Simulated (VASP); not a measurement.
```
CELL_PARAMETERS angstrom
      0.00000     2.29000     2.29000
      2.29000     0.00000     2.29000
      2.29000     2.29000     0.00000
ATOMIC_POSITIONS crystal
  Zr 0.00000 0.00000 0.00000
  N  0.50000 0.50000 0.50000
```

Level of theory: LDA (Ceperley-Alder, Perdew-Zunger), VASP's LDA PAW potentials (set 64) (plane waves; VASP 6.6.1). Settings: 400 eV cut-off, 16×16×16 Γ-centred mesh, Gaussian smearing of 0.20 eV, potentials Zr_sv N.

### Question
Give the energies of bands 6 to 11 at the high-symmetry points, in eV from the Fermi level.

### Answer

```tsv
band	Γ	X	U	L	W
6	-2.62	-4.51	-5.49	-7.67	-5.43
7	-2.62	-3.52	-4.70	-5.70	-4.71
8	-2.62	-3.13	-4.44	-5.70	-4.71
9	-0.43	-3.13	-0.71	3.04	1.02
10	-0.43	3.38	3.43	3.10	1.02
11	-0.43	4.58	3.70	3.10	4.59
```

It has no gap at this level: it comes out as a metal or semimetal.

The structure is a typed ZrN crystal (Fm-3m). The cell was not relaxed at this level. The electron count is odd and the run is not spin-polarised, which forces a metal.
